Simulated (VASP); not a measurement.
Method: PBE GGA with spin-orbit coupling, VASP's PBE PAW potentials (set 64) (plane waves; VASP).

VASP input:

**POSCAR**
```
FePt
1
    2.7279413155     0.0000000000     0.0000000000
    0.0000000000     2.7279413155     0.0000000000
    0.0000000000     0.0000000000     3.7570430167
Fe Pt
1 1
Direct
  0.0000000000   0.0000000000   0.0000000000
  0.5000000000   0.5000000000   0.5000000000
```

KPOINTS_OPT:
```
k-points along high-symmetry lines
5
Line-mode
Reciprocal
  0.000000   0.000000   0.000000 ! GAMMA
  0.000000   0.500000   0.000000 ! X

  0.000000   0.500000   0.000000 ! X
  0.500000   0.500000   0.000000 ! M

  0.500000   0.500000   0.000000 ! M
  0.000000   0.000000   0.000000 ! GAMMA

  0.000000   0.000000   0.000000 ! GAMMA
  0.000000   0.000000   0.500000 ! Z

  0.000000   0.000000   0.500000 ! Z
  0.000000   0.500000   0.500000 ! R

  0.000000   0.500000   0.500000 ! R
  0.500000   0.500000   0.500000 ! A

  0.500000   0.500000   0.500000 ! A
  0.000000   0.000000   0.500000 ! Z

  0.000000   0.500000   0.000000 ! X
  0.000000   0.500000   0.500000 ! R

  0.500000   0.500000   0.000000 ! M
  0.500000   0.500000   0.500000 ! A
```

INCAR:
```
! general
SYSTEM     = FePt
PREC       = Accurate
ENCUT      = 400   ! plane-wave cut-off (eV)
LREAL      = .FALSE.
LASPH      = .TRUE.

! electronic loop
EDIFF      = 1E-6   ! SCF stop (eV)
NELM       = 100   ! most electronic steps
ALGO       = Normal   ! blocked Davidson
LMAXMIX    = 6   ! l cut-off of mixed one-centre charges

! smearing
ISMEAR     = 0
SIGMA      = 0.05

! functional
GGA        = PE   ! PBE
GGA_COMPAT = .FALSE.

! spin
MAGMOM     = 0 0 2.9 0 0 0.3
LSORBIT    = .TRUE.

! output
LWAVE      = .FALSE.
LCHARG     = .FALSE.
LORBIT     = 11   ! lm-projected
```

KPOINTS:
```
Automatic mesh
0
Gamma
12 12 9
0 0 0
```

POTCAR, in this order: Fe Pt (PBE.64 set). Program: vasp_ncl.

Output of the run:

OUTCAR:
```
 ion  position               nearest neighbor table
   1  0.000  0.000  0.000-   2 2.69   2 2.69   2 2.69   2 2.69   2 2.69   2 2.69   2 2.69   2 2.69
  LATTYP: Found a simple tetragonal cell.
 ALAT       =     2.7279413155
 C/A-ratio  =     1.3772448092
 Subroutine PRICEL returns:
 Original cell was already a primitive cell.
 Subroutine GETGRP returns: Found 16 space group operations
The static configuration has the point symmetry D_4h.
The dynamic configuration has the point symmetry D_4h.
 Subroutine GETGRP returns: Found  8 space group operations
The overall configuration has the point symmetry C_4h.
 Subroutine INISYM returns: Found  8 space group operations
 Subroutine IBZKPT returns following result:
 Found    190 irreducible k-points:

 Following reciprocal coordinates:
            Coordinates               Weight
  0.000000  0.000000  0.000000      1.000000
  0.083333  0.000000  0.000000      4.000000
  0.166667  0.000000  0.000000      4.000000
  0.250000  0.000000  0.000000      4.000000
  0.333333  0.000000  0.000000      4.000000
  0.416667  0.000000  0.000000      4.000000
  0.500000  0.000000  0.000000      2.000000
  0.083333  0.083333  0.000000      4.000000
  0.166667  0.083333  0.000000      4.000000
 -0.166667  0.083333  0.000000      4.000000
  0.250000  0.083333  0.000000      4.000000
 -0.250000  0.083333  0.000000      4.000000
  0.333333  0.083333  0.000000      4.000000
 -0.333333  0.083333  0.000000      4.000000
  0.416667  0.083333  0.000000      4.000000
 -0.416667  0.083333  0.000000      4.000000
  0.500000  0.083333  0.000000      4.000000
  0.166667  0.166667  0.000000      4.000000
  0.250000  0.166667  0.000000      4.000000
 -0.250000  0.166667  0.000000      4.000000
  0.333333  0.166667  0.000000      4.000000
 -0.333333  0.166667  0.000000      4.000000
...
```

File OSZICAR:
```
       N       E                     dE             d eps       ncg     rms          rms(c)
DAV:   1     0.117971707736E+03    0.11797E+03   -0.68881E+03 11672   0.112E+03
DAV:   2    -0.930569807195E+01   -0.12728E+03   -0.11606E+03 11728   0.279E+02
DAV:   3    -0.164408717718E+02   -0.71352E+01   -0.67349E+01 13268   0.802E+01
DAV:   4    -0.165637818427E+02   -0.12291E+00   -0.12261E+00 13060   0.101E+01
DAV:   5    -0.165679648275E+02   -0.41830E-02   -0.41826E-02 14292   0.185E+00    0.172E+01
DAV:   6    -0.178920986436E+02   -0.13241E+01   -0.10373E+01 14200   0.875E+01    0.247E+01
DAV:   7    -0.152755740129E+02    0.26165E+01   -0.17890E+01 15028   0.875E+01    0.928E+00
DAV:   8    -0.152859688702E+02   -0.10395E-01   -0.58558E-01 15024   0.124E+01    0.476E+00
DAV:   9    -0.151885666397E+02    0.97402E-01   -0.11222E-01 17532   0.834E+00    0.219E+00
DAV:  10    -0.151696292041E+02    0.18937E-01   -0.81344E-02 17474   0.604E+00    0.719E-01
DAV:  11    -0.151705153864E+02   -0.88618E-03   -0.36789E-02 11952   0.225E+00    0.306E-01
DAV:  12    -0.151704111913E+02    0.10420E-03   -0.31634E-02 11786   0.164E+00    0.177E-01
DAV:  13    -0.151719786276E+02   -0.15674E-02   -0.40259E-02 11794   0.178E+00    0.104E-01
DAV:  14    -0.151717742719E+02    0.20436E-03   -0.49409E-02 11636   0.195E+00    0.970E-02
DAV:  15    -0.151714699042E+02    0.30437E-03   -0.36036E-02 11500   0.169E+00    0.662E-02
DAV:  16    -0.151715693160E+02   -0.99412E-04   -0.35291E-02 11508   0.166E+00    0.722E-02
DAV:  17    -0.151709611223E+02    0.60819E-03   -0.20038E-02 11602   0.119E+00    0.549E-02
DAV:  18    -0.151712310147E+02   -0.26989E-03   -0.22048E-02 11662   0.132E+00    0.591E-02
DAV:  19    -0.151711324206E+02    0.98594E-04   -0.17283E-02 11600   0.112E+00    0.576E-02
DAV:  20    -0.151709402101E+02    0.19221E-03   -0.13728E-02 11562   0.105E+00    0.415E-02
DAV:  21    -0.151703651942E+02    0.57502E-03   -0.66172E-03 11572   0.745E-01    0.174E-02
DAV:  22    -0.151705588460E+02   -0.19365E-03   -0.69897E-03 11504   0.816E-01    0.317E-02
DAV:  23    -0.151705124211E+02    0.46425E-04   -0.44849E-03 11488   0.596E-01    0.272E-02
DAV:  24    -0.151703435598E+02    0.16886E-03   -0.24403E-03 11508   0.448E-01    0.163E-02
DAV:  25    -0.151703203923E+02    0.23168E-04   -0.24482E-03 11502   0.511E-01    0.193E-02
DAV:  26    -0.151702397511E+02    0.80641E-04   -0.12852E-03 11508   0.348E-01    0.764E-03
DAV:  27    -0.151702176010E+02    0.22150E-04   -0.83638E-04 11502   0.321E-01    0.766E-03
DAV:  28    -0.151702223670E+02   -0.47659E-05   -0.69593E-04 11532   0.261E-01    0.605E-03
DAV:  29    -0.151702033632E+02    0.19004E-04   -0.48651E-04 11550   0.227E-01    0.398E-03
DAV:  30    -0.151701997209E+02    0.36423E-05   -0.23166E-04 11574   0.178E-01    0.347E-03
DAV:  31    -0.151702095183E+02   -0.97974E-05   -0.19941E-04 11760   0.149E-01    0.485E-03
DAV:  32    -0.151701970216E+02    0.12497E-04   -0.21826E-04 11532   0.148E-01    0.308E-03
DAV:  33    -0.151701938119E+02    0.32098E-05   -0.38386E-05 11790   0.622E-02    0.123E-03
DAV:  34    -0.151701939288E+02   -0.11693E-06   -0.25328E-05 11874   0.539E-02    0.141E-03
DAV:  35    -0.151701931163E+02    0.81248E-06   -0.16777E-05 11748   0.391E-02    0.817E-04
DAV:  36    -0.151701930850E+02    0.31347E-07   -0.10213E-05 11670   0.333E-02    0.726E-04
DAV:  37    -0.151701929182E+02    0.16674E-06   -0.68319E-06 11688   0.283E-02
   1 F= -.15170193E+02 E0= -.15168977E+02  d E =-.243197E-02  mag=     0.0000     0.0000     3.2556
       N       E                     dE             ncg
```

File OUTCAR:
```
------------------------ aborting loop because EDIFF is reached ----------------------------------------
  FORCE on cell =-STRESS in cart. coord.  units (eV):
  Direction    XX          YY          ZZ          XY          YZ          ZX
  --------------------------------------------------------------------------------------
  Total       -0.0975299     -0.0975299      0.0014462      0.0000003     -0.0000000     -0.0000000
  in kB       -5.5889735     -5.5889735      0.0828752      0.0000170     -0.0000000     -0.0000000
  external PRESSURE =      -3.6983573 kB  Pullay stress =       0.0000000 kB
  volume of cell :       27.96
      direct lattice vectors                 reciprocal lattice vectors
     2.727941315  0.000000000  0.000000000     0.366576801  0.000000000  0.000000000
     0.000000000  2.727941315  0.000000000     0.000000000  0.366576801  0.000000000
     0.000000000  0.000000000  3.757043017     0.000000000  0.000000000  0.266166769
 POSITION                                       TOTAL-FORCE (eV/Angst)
 -----------------------------------------------------------------------------------
      0.00000      0.00000      0.00000         0.000000      0.000000      0.000000
      1.36397      1.36397      1.87852         0.000000      0.000000      0.000000
 -----------------------------------------------------------------------------------
    total drift:                                0.000000      0.000000      0.000000
  FREE ENERGIE OF THE ION-ELECTRON SYSTEM (eV)
  ---------------------------------------------------
  free  energy   TOTEN  =       -15.1701929182 eV

  energy  without entropy=      -15.1677609473  energy(sigma->0) =      -15.16897693

 total charge

# of ion       s       p       d       tot
------------------------------------------
    1        0.404   0.442   6.116   6.962
    2        0.710   0.670   8.023   9.402
--------------------------------------------------
tot          1.114   1.111  14.139  16.364

 magnetization (x)

# of ion       s       p       d       tot
------------------------------------------
    1       -0.000  -0.000   0.000  -0.000
    2        0.000  -0.000   0.000  -0.000
--------------------------------------------------
tot         -0.000  -0.000   0.000  -0.000

 magnetization (y)

# of ion       s       p       d       tot
------------------------------------------
    1        0.000   0.000   0.000   0.000
    2       -0.000  -0.000   0.000  -0.000
--------------------------------------------------
tot         -0.000  -0.000   0.000  -0.000

 magnetization (z)

# of ion       s       p       d       tot
------------------------------------------
    1        0.005  -0.007   2.920   2.919
    2       -0.025  -0.066   0.407   0.316
--------------------------------------------------
tot         -0.020  -0.072   3.327   3.235

 Ion:    1  E_soc:     -0.0087609

 Ion:    2  E_soc:     -0.7279109
```
(Selected blocks of OUTCAR.)

The compound is FePt in the L1_0 structure. It was relaxed first.
